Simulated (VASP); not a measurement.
Consider the following.

```xyz
1
Lattice="0.0000 1.9229 1.9229 1.9229 0.0000 1.9229 1.9229 1.9229 0.0000" Properties=species:S:1:pos:R:3 pbc="T T T"
Ir     0.0000     0.0000     0.0000
```

Calculation: r2SCAN+rVV10, VASP's PBE PAW potentials (set 64) (plane waves; VASP). Run with 520 eV cut-off, 18×18×18 Γ-centred mesh, tetrahedra with Blöchl corrections, potentials Ir.

Question: Give the energies of bands 1 to 6 at the high-symmetry points, in eV from the Fermi level.

Answer: 
| band | Γ | X | U | L | W |
|---|---|---|---|---|---|
| 1 | -11.49 | -8.16 | -7.16 | -8.37 | -6.45 |
| 2 | -3.97 | -7.57 | -6.17 | -4.12 | -5.02 |
| 3 | -3.97 | 0.84 | -2.97 | -4.12 | -5.02 |
| 4 | -3.97 | 1.56 | -0.95 | -0.71 | -1.87 |
| 5 | -1.27 | 1.56 | 0.68 | 0.93 | 1.57 |
| 6 | -1.27 | 1.76 | 6.73 | 0.93 | 8.66 |

It has no gap at this level: it comes out as a metal or semimetal.

The compound is Ir in the fcc structure. It was relaxed first.
